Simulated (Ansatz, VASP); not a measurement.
# LaNiC2 in two plane-wave programs, part 2 of 2

Aim: how closely do two programs agree when they are given the same cell, functional and k mesh? The cell is taken from a series of runs on this material, whose earlier steps may have relaxed, scaled, displaced or heated it; both programs get it as it stands.

VASP 6.6.1 and Ansatz 0.2.0.

So far: The starting structure; Ansatz: relaxation of cell and atoms, PBEsol; VASP: relaxation of cell and atoms, PBEsol.

## Step 3: VASP: relaxation of cell and atoms, PBEsol (continued)

Level of this step: PBEsol, no spin polarisation; plane waves and PAW (La, Ni, C) (VASP).

Numbers of over 12 decimals in the logs are rounded to 6 here.

Parts of OUTCAR (step 3):

```text
ion  position               nearest neighbor table
   1  0.000  0.001  0.001-   3 2.77   4 2.77   3 2.77   4 2.77   4 2.80   3 2.80   4 2.80   3 2.80
                             2 3.07   2 3.07   2 3.08   2 3.08   2 3.08   2 3.08
   2  0.500  0.612  0.612-   4 1.95   3 1.95   3 1.99   4 1.99   1 3.07   1 3.07   1 3.08   1 3.08
                             1 3.08   1 3.08
   3  0.500  0.452  0.150-   4 1.36   2 1.95   2 1.99   1 2.77   1 2.77   1 2.80   1 2.80
   4  0.500  0.150  0.452-   3 1.36   2 1.95   2 1.99   1 2.77   1 2.77   1 2.80   1 2.80

  LATTYP: Found a base centered orthorhombic cell.
 ALAT       =     4.5259660000
 B/A-ratio  =     1.3332906169
 C/A-ratio  =     0.8730036858

 Subroutine GETGRP returns: Found  4 space group operations
 (whereof  4 operations were pure point group operations)

The static configuration has the point symmetry C_2v.

 Found    456 irreducible k-points:

   k-points           NKPTS =    456   k-points in BZ     NKDIM =    456   number of bands    NBANDS=     20

   dimension x,y,z NGX =    32 NGY =   30 NGZ =   30
   dimension x,y,z NGXF=    64 NGYF=   60 NGZF=   60

   ENCUT  =  600.0 eV  44.10 Ry    6.64 a.u.   7.89  7.53  7.53*2*pi/ulx,y,z

   NELECT =      29.0000    total number of electrons

 k-points in reciprocal lattice and weights: Automatic mesh
   0.00000000  0.00000000  0.00000000       0.000
   0.07142857  0.00000000  0.00000000       0.001
   0.14285714  0.00000000  0.00000000       0.001
   0.21428571  0.00000000  0.00000000       0.001
   0.28571429  0.00000000  0.00000000       0.001
   0.35714286  0.00000000  0.00000000       0.001
   0.42857143  0.00000000  0.00000000       0.001
   0.50000000  0.00000000  0.00000000       0.000
   0.00000000  0.07142857  0.00000000       0.001
[...]
0.42857143  0.50000000  0.50000000       0.001
   0.50000000  0.50000000  0.50000000       0.000

 average (electrostatic) potential at core
       1 -94.0631       2 -82.4005       3 -45.9624       4 -45.9624

 E-fermi :   9.3795

 k-point     1 :       0.0000    0.0000    0.0000
  band No.  band energies     occupation
    ...
     10       6.0429      2.00000
     11       6.7151      2.00000
     12       7.0726      2.00000
     13       7.5984      1.99999
     14       8.3646      1.99770
     15       9.6958      0.21653
     16       9.8963      0.06179
     17      10.3112      0.00401
     18      11.6305      0.00000
     19      12.0756      0.00000
    ...

 k-point     2 :       0.0714    0.0000    0.0000
  band No.  band energies     occupation
    ...
     10       6.1939      2.00000
     11       6.7080      2.00000
     12       7.0624      2.00000
     13       7.5533      1.99999
     14       8.3764      1.99751
     15       9.7422      0.16357
     16       9.8368      0.09053
     17      10.2363      0.00659
     18      11.6170      0.00000
     19      12.0748      0.00000
    ...

 k-point     3 :       0.1429    0.0000    0.0000
  band No.  band energies     occupation
    ...
     10       6.4532      2.00000
     11       6.6844      2.00000
     12       7.0368      2.00000
     13       7.4342      2.00000
     14       8.4099      1.99689
     15       9.7084      0.20079
     16       9.8728      0.07192
     17      10.0203      0.02751
     18      11.5731      0.00000
     19      12.0748      0.00000
    ...

  Total        0.0169906      0.0038615      0.0058177      0.0000000      0.0000000      0.0000000
  in kB        0.5047989      0.1147269      0.1728450      0.0000000      0.0000000      0.0000000
  external PRESSURE =       0.2641236 kB  Pullay stress =       0.0000000 kB

  energy-cutoff  :      600.00
  volume of cell :       53.93
      direct lattice vectors                 reciprocal lattice vectors
     3.938686954  0.000000000  0.000000000     0.253891719  0.000000000  0.000000000
     0.000000000  2.261879303  3.026572650     0.000000000  0.221055120  0.165203370
     0.000000000 -2.261879303  3.026572650     0.000000000 -0.221055120  0.165203370

 POSITION                                       TOTAL-FORCE (eV/Angst)
 -----------------------------------------------------------------------------------
      0.00000      0.00000      6.05289         0.000000      0.000000     -0.004883
      1.96934      0.00000      3.70313         0.000000      0.000000     -0.000942
      1.96934      0.68311      1.82585         0.000000     -0.003522      0.002913
      1.96934     -0.68311      1.82585         0.000000      0.003522      0.002913
 -----------------------------------------------------------------------------------
    total drift:                                0.000546     -0.000000      0.000073

  FREE ENERGIE OF THE ION-ELECTRON SYSTEM (eV)
  ---------------------------------------------------
  free  energy   TOTEN  =       -32.0155886434 eV

  energy  without entropy=      -31.8867548423  energy(sigma->0) =      -31.95117174

 reached required accuracy - stopping structural energy minimisation

 total charge
# of ion       s       p       d       f       tot
--------------------------------------------------
    1        2.036   5.650   0.769   0.174   8.629
    2        0.527   0.686   8.407   0.000   9.621
    3        0.872   1.572   0.000   0.000   2.444
    4        0.872   1.572   0.000   0.000   2.444
--------------------------------------------------
tot          4.307   9.480   9.176   0.174  23.137

[... 3 further parts left out ...]
```

CONTCAR:

```
LaNiC2
   1.00000000000000
     3.9386869535647264    0.0000000000000000    0.0000000000000000
     0.0000000000000000    2.2618793031915598    3.0265726499997680
     0.0000000000000000   -2.2618793031915598    3.0265726499997680
  La              Ni              C
     1     1     2
Direct
     0.0000000000000000    0.9999575622227038    0.9999575622227038
     0.4999998735000020    0.6117697626886355    0.6117697626886355
     0.4999998735000020    0.4526398295691640    0.1506318478195011
     0.4999998735000020    0.1506318478195011    0.4526398295691640
```

This run has no spin polarisation, so a moment on Ni, if there is one, isn't seen. Its electron count is odd, so without a moment it is a metal by construction.

## Step 4: Differences

Known differences besides the potentials themselves: the data sets hold 37 valence electrons in Ansatz (on its PAW soft_1 files) and 29 in VASP; the cutoff is 420 eV in Ansatz and 600 eV in VASP; Ansatz makes its cores anew for this functional, VASP keeps those of its PBE data sets; Ansatz adds a Pulay correction to the stress that steers its cell, VASP none. Total energies have different zeros and are not compared.

Compared:

```
                                         quantity  Ansatz   VASP  difference
                                      volume (Å³)   53.98  53.93     +0.09 %
edge a after relaxation, in the typed setting (Å)   3.950  3.939     +0.28 %
edge b after relaxation, in the typed setting (Å)   3.775  3.778     -0.10 %
```

## Step 5: What came out

```yaml
difference_in_edge_a_after_relaxation_in_the_typed_setting_relaxation_of_cell_and_atoms_pbesol: 0.28 %
```

**Reading.** The difference in edge a after relaxation, in the typed setting is 0.28 % (relaxation of cell and atoms, PBEsol), within the 1.2 % picked in this series as the mark of a large difference, as far as the stopping tolerances let one tell. The data sets hold unlike numbers of valence electrons (37 in Ansatz and 29 in VASP), so part of the differences comes from the potentials. Such differences can come from data sets, numerical settings and the points named under the comparisons, not from the functional's error against experiment.

[Lines on the potential files, build, host, timing and source positions are cut from VASP's logs without a mark.]

[Logs are printed without paths, hosts, clocks, repeated set-up lines and the standing remarks that a program may print on its own settings, such as how far it seeks lower states.]

[Hosts, paths, dates, database ids (printed as entryN), source tags and the programs' standing remarks are cut or masked in the printed files.]
